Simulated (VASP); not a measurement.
Given:

```xyz
2
Lattice="0.0000 3.5101 3.5101 3.5101 0.0000 3.5101 3.5101 3.5101 0.0000" Properties=species:S:1:pos:R:3 pbc="T T T"
K      0.0000     0.0000     0.0000
I      3.5101     3.5101     3.5101
```

Calculation: PBEsol GGA, VASP's PBE PAW potentials (set 64) (plane waves; VASP). Numerical set-up: 400 eV cut-off, Gaussian smearing of 0.050 eV, potentials K_sv I.

Unless said otherwise, spin-orbit coupling is left out, though it shifts the bands of the heavy elements here.

Problem. Estimate the band gap (along the path) with the smallest direct gap where there is one.

Solution. 
```yaml
band gap (along the path): 3.86 eV
smallest direct gap (along the path): 3.86 eV
```

The compound is KI in the rock salt structure. It was relaxed first.
